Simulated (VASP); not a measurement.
Level of theory: PBEsol GGA, VASP's PBE PAW potentials (set 64) (plane waves; VASP 6.6.1).

The input files of a VASP run:

**INCAR**
```
! general
SYSTEM   =  Er
PREC     =  Accurate
ENCUT    =  300   ! plane-wave cut-off (eV)
LREAL    =  .False.   ! projection in real space or not
LASPH    =  .True.   ! aspherical one-centre terms
NBANDS   =  46

! electronic loop
EDIFF    =  1E-6
NELM     =  100
ALGO     =  Normal
LMAXMIX  =  6   ! l cut-off of mixed one-centre charges

! smearing
ISMEAR   =  -1   ! Fermi-Dirac
SIGMA    =  0.1

! functional
GGA      =  PS   ! PBEsol

! spin
ISPIN    =  2   ! spin-polarised
MAGMOM   =  4*3.0

! ions
ISIF     =  2

! output
LWAVE    =  .False.
LCHARG   =  .False.
LORBIT   =  11   ! lm-projected
```

File KPOINTS:
```
Automatic mesh
0
Gamma
7 7 1
0 0 0
```

File POSCAR:
```
Er
1
    3.6032180000     0.0000000000     0.0000000000
   -1.8016090000     3.1204780000     0.0000000000
    0.0000000000     0.0000000000    18.5212000000
Er
4
Direct
  0.0000000000   0.0000000000   0.7300390000
  0.0000000000   0.0000000000   0.4233200000
  0.3333330000   0.6666670000   0.2699610000
  0.6666670000   0.3333330000   0.5766800000
```

POTCAR, in this order: Er (PBE.64 set). Program: vasp_std.

The run wrote:

File OUTCAR:
```
 ion  position               nearest neighbor table
   1  0.000  0.000  0.730-   4 3.52   4 3.52   4 3.52
   2  0.000  0.000  0.423-   3 3.52   3 3.52   3 3.52   4 3.52   4 3.52   4 3.52
   3  0.333  0.667  0.270-   2 3.52   2 3.52   2 3.52
   4  0.667  0.333  0.577-   1 3.52   1 3.52   1 3.52   2 3.52   2 3.52   2 3.52
  LATTYP: Found a hexagonal cell.
 ALAT       =     3.6032180000
 C/A-ratio  =     5.1401830253
 Subroutine PRICEL returns:
 Original cell was already a primitive cell.
 Subroutine GETGRP returns: Found  6 space group operations
The static configuration has the point symmetry C_3v.
The dynamic configuration has the point symmetry C_3v.
The overall configuration has the point symmetry C_3v.
 Subroutine INISYM returns: Found  6 space group operations
 Subroutine IBZKPT returns following result:
 Found      8 irreducible k-points:

 Following reciprocal coordinates:
            Coordinates               Weight
  0.000000  0.000000  0.000000      1.000000
  0.142857  0.000000  0.000000      6.000000
  0.285714  0.000000  0.000000      6.000000
  0.428571  0.000000  0.000000      6.000000
  0.142857  0.142857  0.000000      6.000000
...
```

OSZICAR:
```
...
DAV:  12    -0.883344070495E+02    0.78414E+02   -0.43037E+02  2588   0.215E+02    0.794E+02
DAV:  13    -0.145423874694E+03   -0.57089E+02   -0.22563E+02  2928   0.128E+02    0.447E+02
DAV:  14    -0.123100270523E+03    0.22324E+02   -0.81850E+01  2736   0.710E+01    0.214E+02
DAV:  15    -0.741705190051E+02    0.48930E+02   -0.61486E+02  2412   0.240E+02    0.641E+02
DAV:  16    -0.944336077880E+02   -0.20263E+02   -0.15270E+02  2770   0.909E+01    0.441E+02
DAV:  17    -0.990423299779E+02   -0.46087E+01   -0.48824E+01  2660   0.424E+01    0.192E+02
DAV:  18    -0.429709322782E+02    0.56071E+02   -0.12220E+02  2416   0.618E+01    0.402E+02
DAV:  19    -0.120975653804E+02    0.30873E+02   -0.22773E+02  2628   0.814E+01    0.673E+02
DAV:  20    -0.198113873541E+02   -0.77138E+01   -0.72045E+01  2768   0.557E+01    0.317E+02
DAV:  21    -0.215366228055E+02   -0.17252E+01   -0.35158E+01  2648   0.380E+01    0.246E+02
DAV:  22    -0.251136248804E+02   -0.35770E+01   -0.28559E+01  2936   0.305E+01    0.151E+02
DAV:  23    -0.296423533918E+02   -0.45287E+01   -0.28755E+02  2108   0.124E+02    0.679E+02
DAV:  24    -0.400388174915E+02   -0.10396E+02   -0.88386E+01  2232   0.139E+02    0.543E+02
DAV:  25    -0.207602079404E+02    0.19279E+02   -0.88850E+01  2644   0.643E+01    0.292E+02
DAV:  26    -0.235208253912E+02   -0.27606E+01   -0.42996E+01  2616   0.541E+01    0.164E+02
DAV:  27    -0.380626563482E+02   -0.14542E+02   -0.15513E+02  2446   0.879E+01    0.448E+02
DAV:  28    -0.368921112264E+02    0.11705E+01   -0.25177E+02  2500   0.767E+01    0.586E+02
DAV:  29    -0.450165202808E+02   -0.81244E+01   -0.60119E+01  2252   0.958E+01    0.410E+02
DAV:  30    -0.325018162674E+02    0.12515E+02   -0.42208E+01  2556   0.352E+01    0.145E+02
DAV:  31    -0.336022384110E+02   -0.11004E+01   -0.12948E+02  2520   0.454E+01    0.418E+02
DAV:  32    -0.371673341189E+02   -0.35651E+01   -0.41928E+01  2704   0.312E+01    0.195E+02
DAV:  33    -0.298892787581E+02    0.72781E+01   -0.24717E+01  2120   0.386E+01    0.112E+02
DAV:  34    -0.279320524613E+02    0.19572E+01   -0.16516E+01  2744   0.199E+01    0.109E+02
DAV:  35    -0.235791568682E+02    0.43529E+01   -0.13140E+01  2088   0.201E+01    0.109E+02
DAV:  36    -0.193587067387E+02    0.42205E+01   -0.16493E+01  2256   0.408E+01    0.172E+02
DAV:  37    -0.209435628582E+02   -0.15849E+01   -0.13687E+01  2792   0.160E+01    0.810E+01
DAV:  38    -0.191609245291E+02    0.17826E+01   -0.66362E+00  2264   0.269E+01    0.661E+01
DAV:  39    -0.198430635018E+02   -0.68214E+00   -0.50812E+00  2568   0.147E+01    0.653E+01
DAV:  40    -0.197515291895E+02    0.91534E-01   -0.33611E+00  2896   0.928E+00    0.662E+01
DAV:  41    -0.189145756472E+02    0.83695E+00   -0.11491E+00  2584   0.114E+01    0.638E+01
DAV:  42    -0.178203247798E+02    0.10943E+01   -0.62703E+00  2418   0.266E+01    0.794E+01
DAV:  43    -0.185196440984E+02   -0.69932E+00   -0.64934E+00  2720   0.108E+01    0.633E+01
DAV:  44    -0.190596949319E+02   -0.54005E+00   -0.25072E+00  2648   0.979E+00    0.699E+01
DAV:  45    -0.191926202941E+02   -0.13293E+00   -0.13009E+00  2856   0.606E+00    0.738E+01
DAV:  46    -0.193081069539E+02   -0.11549E+00   -0.64592E-01  2848   0.462E+00    0.759E+01
DAV:  47    -0.191378276987E+02    0.17028E+00   -0.57284E-01  2384   0.612E+00    0.772E+01
DAV:  48    -0.185371705410E+02    0.60066E+00   -0.19398E+00  2440   0.128E+01    0.761E+01
DAV:  49    -0.186668820230E+02   -0.12971E+00   -0.12172E+00  2904   0.496E+00    0.803E+01
DAV:  50    -0.185729762932E+02    0.93906E-01   -0.48595E-01  2600   0.460E+00    0.807E+01
DAV:  51    -0.210627284503E+02   -0.24898E+01   -0.70794E+00  2136   0.211E+01    0.878E+01
DAV:  52    -0.215049141955E+02   -0.44219E+00   -0.32376E+00  2880   0.895E+00    0.957E+01
DAV:  53    -0.213176259333E+02    0.18729E+00   -0.10845E+00  2544   0.840E+00    0.992E+01
DAV:  54    -0.215443674392E+02   -0.22674E+00   -0.32211E+00  2136   0.204E+01    0.100E+02
DAV:  55    -0.206791720647E+02    0.86520E+00   -0.25126E+00  2820   0.134E+01    0.968E+01
DAV:  56    -0.229807093627E+02   -0.23015E+01   -0.22785E+01  2320   0.535E+01    0.136E+02
DAV:  57    -0.220434953204E+02    0.93721E+00   -0.11597E+01  2832   0.231E+01    0.105E+02
DAV:  58    -0.203442893989E+02    0.16992E+01   -0.10074E+01  2080   0.298E+01    0.938E+01
DAV:  59    -0.192695422491E+02    0.10747E+01   -0.35524E+00  2674   0.146E+01    0.837E+01
DAV:  60    -0.178986891575E+02    0.13709E+01   -0.34538E+00  2096   0.238E+01    0.680E+01
DAV:  61    -0.177830300058E+02    0.11566E+00   -0.10940E+01  2732   0.278E+01    0.803E+01
DAV:  62    -0.188634994037E+02   -0.10805E+01   -0.92360E+00  2904   0.152E+01    0.590E+01
DAV:  63    -0.189401905237E+02   -0.76691E-01   -0.72437E+00  2776   0.170E+01    0.550E+01
DAV:  64    -0.191154696568E+02   -0.17528E+00   -0.43600E+00  2904   0.116E+01    0.520E+01
DAV:  65    -0.182403913033E+02    0.87508E+00   -0.39150E+00  2524   0.196E+01    0.466E+01
DAV:  66    -0.195817954790E+02   -0.13414E+01   -0.67737E+00  2556   0.368E+01    0.489E+01
DAV:  67    -0.192778844297E+02    0.30391E+00   -0.45126E+00  2896   0.145E+01    0.460E+01
DAV:  68    -0.192844480520E+02   -0.65636E-02   -0.30699E+00  2564   0.170E+01    0.502E+01
DAV:  69    -0.189606759885E+02    0.32377E+00   -0.31809E+00  2776   0.182E+01    0.463E+01
DAV:  70    -0.190271762099E+02   -0.66500E-01   -0.26616E+00  2848   0.122E+01    0.491E+01
DAV:  71    -0.193476003742E+02   -0.32042E+00   -0.14229E+01  2504   0.263E+01    0.986E+01
DAV:  72    -0.195727181339E+02   -0.22512E+00   -0.59536E+00  2912   0.106E+01    0.621E+01
DAV:  73    -0.199999800690E+02   -0.42726E+00   -0.22978E+00  2352   0.121E+01    0.562E+01
DAV:  74    -0.191506862006E+02    0.84929E+00   -0.16290E+00  2728   0.130E+01    0.495E+01
DAV:  75    -0.189750563578E+02    0.17563E+00   -0.36743E+00  2552   0.260E+01    0.486E+01
DAV:  76    -0.229640667022E+02   -0.39890E+01   -0.12622E+01  2248   0.450E+01    0.564E+01
DAV:  77    -0.283230431756E+02   -0.53590E+01   -0.20130E+01  2384   0.548E+01    0.121E+02
DAV:  78    -0.249589101225E+02    0.33641E+01   -0.10912E+01  2874   0.246E+01    0.739E+01
DAV:  79    -0.236711770442E+02    0.12877E+01   -0.63245E+00  2364   0.220E+01    0.706E+01
DAV:  80    -0.251453548059E+02   -0.14742E+01   -0.39215E+00  2848   0.118E+01    0.739E+01
DAV:  81    -0.271244400461E+02   -0.19791E+01   -0.85534E+00  2500   0.191E+01    0.846E+01
DAV:  82    -0.274474530168E+02   -0.32301E+00   -0.29719E+00  2928   0.677E+00    0.832E+01
DAV:  83    -0.286753871088E+02   -0.12279E+01   -0.12670E+00  2028   0.245E+01    0.819E+01
DAV:  84    -0.299736662098E+02   -0.12983E+01   -0.14810E+00  2800   0.991E+00    0.826E+01
DAV:  85    -0.294124185035E+02    0.56125E+00   -0.70612E-01  2796   0.672E+00    0.836E+01
DAV:  86    -0.294690120705E+02   -0.56594E-01   -0.12879E+00  1994   0.128E+01    0.839E+01
DAV:  87    -0.272648341652E+02    0.22042E+01   -0.14647E+00  2504   0.157E+01    0.816E+01
DAV:  88    -0.257917096520E+02    0.14731E+01   -0.11501E+00  2632   0.110E+01    0.791E+01
DAV:  89    -0.240463418781E+02    0.17454E+01   -0.13360E+00  2704   0.124E+01    0.720E+01
DAV:  90    -0.234178719255E+02    0.62847E+00   -0.10140E+00  2380   0.122E+01    0.674E+01
DAV:  91    -0.225796265133E+02    0.83825E+00   -0.10784E+01  2380   0.390E+01    0.696E+01
DAV:  92    -0.202550917804E+02    0.23245E+01   -0.16270E+01  2396   0.355E+01    0.492E+01
DAV:  93    -0.174952178730E+02    0.27599E+01   -0.10749E+01  2408   0.335E+01    0.880E+01
DAV:  94    -0.182278260132E+02   -0.73261E+00   -0.73121E+00  2880   0.106E+01    0.547E+01
DAV:  95    -0.183163391614E+02   -0.88513E-01   -0.25902E+00  2860   0.789E+00    0.438E+01
DAV:  96    -0.188930858159E+02   -0.57675E+00   -0.40441E+00  2380   0.181E+01    0.484E+01
DAV:  97    -0.196509748580E+02   -0.75789E+00   -0.43647E+00  2340   0.180E+01    0.493E+01
DAV:  98    -0.192800909248E+02    0.37088E+00   -0.23873E+00  2232   0.187E+01    0.399E+01
DAV:  99    -0.192268541680E+02    0.53237E-01   -0.12316E+00  2612   0.141E+01    0.428E+01
DAV: 100    -0.191062495877E+02    0.12060E+00   -0.94763E-01  2744   0.920E+00
   1 F= -.19106250E+02 E0= -.18864518E+02  d E =-.483463E+00  mag=     4.3696
```

### OUTCAR
```
------------------------ aborting loop EDIFF was not reached (unconverged)  ----------------------------
  FORCE on cell =-STRESS in cart. coord.  units (eV):
  Direction    XX          YY          ZZ          XY          YZ          ZX
  --------------------------------------------------------------------------------------
  Total      -33.4920789    -33.4920720    -43.7798232      0.0000000      0.0000000      0.0000000
  in kB     -257.6747739   -257.6747205   -336.8245989      0.0000000      0.0000000      0.0000000
  external PRESSURE =    -284.0580311 kB  Pullay stress =       0.0000000 kB
  volume of cell :      208.25
      direct lattice vectors                 reciprocal lattice vectors
     3.603218000  0.000000000  0.000000000     0.277529697  0.160231862  0.000000000
    -1.801609000  3.120478000  0.000000000     0.000000000  0.320463724  0.000000000
     0.000000000  0.000000000 18.521200000     0.000000000  0.000000000  0.053992182
 POSITION                                       TOTAL-FORCE (eV/Angst)
 -----------------------------------------------------------------------------------
      0.00000      0.00000     13.52120         0.000000      0.000000     -0.471964
      0.00000      0.00000      7.84039         0.000000      0.000000      0.045795
     -0.00000      2.08032      5.00000         0.000000      0.000000     -0.221517
      1.80161      1.04016     10.68081        -0.000000     -0.000000      0.647687
 -----------------------------------------------------------------------------------
    total drift:                               -0.000285      0.000164     -0.482611
  FREE ENERGIE OF THE ION-ELECTRON SYSTEM (eV)
  ---------------------------------------------------
  free  energy   TOTEN  =       -19.1062495877 eV

  energy  without entropy=      -18.6227867022  energy(sigma->0) =      -18.86451814

 total charge

# of ion       s       p       d       f       tot
--------------------------------------------------
    1        2.131   5.720   0.233  11.558  19.642
    2        2.130   5.727   0.339  10.400  18.596
    3        2.116   5.733   0.306  11.805  19.959
    4        2.138   5.721   0.360  12.504  20.723
--------------------------------------------------
tot          8.515  22.901   1.238  46.266  78.921

 magnetization (x)

# of ion       s       p       d       f       tot
--------------------------------------------------
    1       -0.000  -0.029  -0.068   2.180   2.083
    2       -0.001  -0.049  -0.122   3.415   3.244
    3       -0.026  -0.054  -0.221   1.983   1.681
    4       -0.008   0.006  -0.102  -1.318  -1.421
--------------------------------------------------
tot         -0.035  -0.126  -0.512   6.261   5.587
```
(Selected blocks of OUTCAR.)

stdout:
```
...
 -----------------------------------------------------------------------------
|                                                                             |
|           W    W    AA    RRRRR   N    N  II  N    N   GGGG   !!!           |
|           W    W   A  A   R    R  NN   N  II  NN   N  G    G  !!!           |
|           W    W  A    A  R    R  N N  N  II  N N  N  G       !!!           |
|           W WW W  AAAAAA  RRRRR   N  N N  II  N  N N  G  GGG   !            |
|           WW  WW  A    A  R   R   N   NN  II  N   NN  G    G                |
|           W    W  A    A  R    R  N    N  II  N    N   GGGG   !!!           |
|                                                                             |
|     The electronic self-consistency was not achieved in the given           |
|     number of steps (NELM). The forces and other quantities evaluated       |
|     might not be reliable so examine the results carefully. If you find     |
|     spurious results, we suggest increasing NELM, if you were close to      |
|     convergence or switching to a different ALGO or adjusting the           |
|     density mixing parameters otherwise.                                    |
|                                                                             |
 -----------------------------------------------------------------------------

 -----------------------------------------------------------------------------
|                                                                             |
|           W    W    AA    RRRRR   N    N  II  N    N   GGGG   !!!           |
|           W    W   A  A   R    R  NN   N  II  NN   N  G    G  !!!           |
|           W    W  A    A  R    R  N N  N  II  N N  N  G       !!!           |
|           W WW W  AAAAAA  RRRRR   N  N N  II  N  N N  G  GGG   !            |
|           WW  WW  A    A  R   R   N   NN  II  N   NN  G    G                |
|           W    W  A    A  R    R  N    N  II  N    N   GGGG   !!!           |
|                                                                             |
|     Your highest band is occupied at some k-points! Unless you are          |
|     performing a calculation for an insulator or semiconductor, without     |
|     unoccupied bands, you have included TOO FEW BANDS!! Please increase     |
|     the parameter NBANDS in file INCAR to ensure that the highest band      |
|     is unoccupied at all k-points. It is always recommended to include      |
|     a few unoccupied bands to accelerate the convergence of                 |
|     molecular-dynamics runs (even for insulators or semiconductors),        |
|     since the presence of unoccupied bands improves wavefunction            |
|     prediction and helps to suppress 'band-crossings'.                      |
|                                                                             |
 -----------------------------------------------------------------------------

   1 F= -.19106250E+02 E0= -.18864518E+02  d E =-.483463E+00  mag=     4.3696
```

Convergence was not reached.

At this cut-off the stress carries a Pulay error, which pulls relaxed volumes low. The cell holds a wide vacuum, so values per volume refer to the whole cell.

The cell is a sheet with vacuum, built from a generated structure. VASP warned that the highest band is occupied, so more bands are needed.
